**Question**

Density-functional calculations for fcc copper give a relaxed Cu–Cu contact of 2.492 Å with LDA and 2.570 Å with PBE. Estimate with a pocket calculator the contacts that PBEsol and RPBE will give. How far can the estimate be trusted, and for which functionals does it fail?

**Model answer**

LDA treats each small region of the metal as if its electron density were uniform. Gradient functionals correct this, and their exchange part lowers the energy where the density is uneven. Pulling the atoms apart thins the density between them and makes it more uneven, so this gain grows with the spacing and acts like an outward pressure. The gradient part of correlation works the other way and cancels some of the push.

For a small push the lattice stretches in proportion, as a spring does. The push itself depends on how fast the energy gain changes with spacing. The rule uses the size of the gain as a stand-in: it takes the growth of the contact beyond LDA as proportional to the strength of gradient exchange, less an offset for correlation. Exchange strength is expressed by the enhancement factor $F$, the ratio of the exchange energy to that of a uniform gas of the same density. It depends on the reduced gradient $s$, which measures how fast the density changes over the local electron wavelength. One effective value, $s=1.5$, stands for the whole metal; it is an adjusted number, not a gradient taken from the copper density. This gives the rule

$$L \approx L_{\rm LDA} + k\,[F(1.5)-1-0.15],$$

where $L$ is the contact. The offset 0.15 is a rounded value from the gradient correlation formulas at a rough metallic density.

With $\mu$ setting the initial rise of $F-1$ and $\kappa\approx0.80$ the ceiling of $F-1$, the exchange formulas are

$$F-1=\frac{\mu s^2}{1+\mu s^2/\kappa}\ \text{(PBE, PBEsol)},\qquad F-1=\kappa\,(1-e^{-\mu s^2/\kappa})\ \text{(RPBE)}.$$

PBE and RPBE share $\mu\approx0.22$; PBEsol has $\mu=10/81$. For PBE, $F-1$ is 0.31, which leaves 0.16 after the offset. The known growth of 0.078 Å then sets $k\approx0.5$ Å.

For RPBE, $\mu s^2/\kappa=0.22\times2.25/0.80\approx0.62$, so $F-1=0.80\,(1-e^{-0.62})\approx0.37$. Subtracting 0.15 leaves 0.22, and half an ångström times this is 0.11 Å. The estimated contact is $2.492+0.11\approx2.60$ Å.

For PBEsol the weaker gradient term gives $F-1\approx0.21$. After the offset only 0.06 remains, so the contact grows by 0.03 Å, to about 2.52 Å. The calculated values can now be compared.

VASP 6.6.1 plane-wave PAW density-functional calculations for fcc Cu, without spin polarisation; the one-atom primitive cell was relaxed with a 600 eV cutoff, a 20×20×20 k mesh and 0.1 eV Gaussian smearing. Volume changes are relative to the starting 12.16 Å³ per atom, and a is the length of a primitive cell vector.

| functional | potentials | volume change (%) | relaxed length a (Å) |
| --- | --- | --- | --- |
| LDA | VASP PAW LDA potentials, recommended | -9.960 | 2.492 |
| PBE | VASP PAW PBE potentials, recommended | -1.260 | 2.570 |
| PBEsol | VASP PAW PBE potentials, recommended | -6.410 | 2.525 |
| RPBE | VASP PAW PBE potentials, recommended | 2.470 | 2.602 |
| r2SCAN | VASP PAW PBE potentials, recommended | -5.530 | 2.533 |

The contact is the column "relaxed length a"; the cubic edge is $\sqrt2$ times longer. Both estimates agree with the calculated contacts to within 0.005 Å. To obtain a volume change, convert the contact to the volume per atom, $L^3/\sqrt2$, and compare it with the starting 12.16 Å³. This gives −6.9% for PBEsol against the calculated −6.4%, because a relative error in length is tripled in volume. These percentages refer to the chosen starting cell and are not errors against experiment.

**Remarks on the reasoning**

*Why subtract an offset?* PBE and RPBE have the same correlation, so only exchange separates them. From PBE to RPBE, $F-1$ rises by about a fifth, yet the growth beyond LDA rises by about two fifths. Subtracting a common offset turns the modest step in exchange into a larger step in what remains. Scaling exchange alone through PBE makes PBEsol too long and RPBE too short, each by about 0.02 Å. The comparison supports the offset but does not single it out, since a rule based on how steeply $F$ rises could also enlarge the step from PBE to RPBE.

*How accurate is the rule?* The slope $k$ came from LDA and PBE only, but $s=1.5$ was chosen with the PBEsol and RPBE results in view. The close agreement therefore flatters the rule. If $s$ is varied from 1 to 2, with the correlation offset recalculated and the slope reset through PBE, the PBEsol contact misses by up to 0.017 Å. That is under 1% of the contact, but about half of PBEsol's growth beyond LDA. The printed output lists these tests. LDA was also run with different potentials from the other functionals, so part of the growth beyond LDA may come from that change, which was not tested separately.

*Where does it stop?* LDA has neither gradient term, so it is the starting point and the offset must not be subtracted from it. r2SCAN falls between PBEsol and PBE, as if its $F-1$ were 0.23. This number is read back from the result and could not have been supplied beforehand: r2SCAN also uses the kinetic-energy density, so no single curve $F(s)$ describes it.

*What carries over?* For another functional of the PBE type, a larger $F$ at moderate gradients with similar correlation should mean a longer contact. The slope belongs to copper, because the same outward push stretches a stiff metal less than a soft one. For another metal it has to be set afresh from an LDA and a PBE result. The choice $s=1.5$ has been tried on copper only and may need changing too.

The analysis program printed:

```
Contact lengths against LDA:
     row  growth in angstrom  growth in percent  cubic edge in angstrom
     LDA                   0                  0                   3.524
     PBE               0.078               3.13                   3.635
  PBEsol               0.033              1.324                   3.571
    RPBE                0.11              4.414                    3.68
  r2SCAN               0.041              1.645                   3.582
Exchange excess F-1 of PBE at s 1.5: 0.3059
Exchange excess F-1 of PBEsol at s 1.5: 0.2065
Exchange excess F-1 of RPBE at s 1.5: 0.369
Correlation offset of PBE and RPBE at s 1.5: 0.1615
Correlation offset of PBEsol at s 1.5: 0.1435
Slope set by LDA and PBE with offset 0.15, angstrom: 0.5002
Hand rule, PBEsol contact, angstrom: 2.52
Hand rule, RPBE contact, angstrom: 2.602
Hand rule less computed, PBEsol, angstrom: -0.004775
Hand rule less computed, RPBE, angstrom: -0.0004958
Hand rule, PBEsol volume change, percent: -6.917
Hand rule, RPBE volume change, percent: 2.382
Exchange alone less computed, PBEsol, angstrom: 0.01963
Exchange alone less computed, RPBE, angstrom: -0.01592
Largest PBEsol miss with full offset, s from 1 to 2, angstrom: 0.01685
Largest RPBE miss with full offset, s from 1 to 2, angstrom: 0.00537
Exchange excess that would imitate r2SCAN in the hand rule: 0.232
```
